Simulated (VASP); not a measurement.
Given:

```yaml
crystal:
  lattice:
    - [-2.11532, 2.11532, 2.11532]
    - [2.11532, -2.11532, 2.11532]
    - [2.11532, 2.11532, -2.11532]
  atoms:
    - { symbol: Na, position: [0.00000, 0.00000, 0.00000] }
```

Level of theory: SCAN meta-GGA, VASP's PBE PAW potentials (set 64) (plane waves; VASP). Numerical set-up: 520 eV cut-off, 14×14×14 Γ-centred mesh, tetrahedra with Blöchl corrections, potentials Na_pv.

### Question
Give the energies of bands 4 to 6 at the high-symmetry points, in eV from the Fermi level.

### Answer

| band | Γ | H | N | P |
|---|---|---|---|---|
| 4 | -3.36 | 4.57 | 0.71 | 2.70 |
| 5 | 11.73 | 4.57 | 1.23 | 2.70 |
| 6 | 11.73 | 4.88 | 8.22 | 2.70 |

It has no gap at this level: it comes out as a metal or semimetal.

The compound is Na in the bcc structure. It was relaxed first.
